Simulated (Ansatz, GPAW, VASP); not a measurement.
NaCu: programs and potentials compared

```
Na Cu
1.0
     2.94224    0.00000    0.00000
     0.00000    2.94224    0.00000
     0.00000    0.00000    4.04091
Na Cu
1 1
Cartesian
  0.0000 0.0000 0.0000
  1.4711 1.4711 2.0205
```

The cell comes from a database or a generator and needn't be the stable form of this composition.

Alike in all runs: task band structure; functional RPBE; k mesh 9 × 9 × 7; occupations fermi-dirac, width 0.05 eV; no spin polarisation; no spin-orbit coupling. Pressure is positive in compression and, in plane waves, holds the error of the finite cutoff, which Ansatz's Pulay term estimates and takes out.

| program and potentials | plane-wave cutoff (eV) | notes | pressure (GPa) |
| --- | --- | --- | --- |
| Ansatz, Ansatz PAW | 420 | potentials made for PBE, which Ansatz adapts in part; 14 valence electrons an atom on average; Pulay term of +0.04 GPa included | 5.36 |
| GPAW, the program's PAW data sets (release 1.2.1) made for this functional | 800 | 9 valence electrons an atom on average; this data set often lies off other programs | 5.15 |
| VASP, PBE PAW files Cu, Na_pv, 520 eV | 520 | potentials made for PBE; 9 valence electrons an atom on average | 5.49 |

The pressure spans 5.15 (GPAW, the program's PAW data sets (release 1.2.1) made for this functional) to 5.49 GPa (VASP, PBE PAW files Cu, Na_pv, 520 eV). Some sets were made for another functional than the one run, which can shift their rows.

Differences between rows come from potentials, basis sets and numerical settings, since the functional is the same but for its coding. Runs on potential files found faulty are left out.
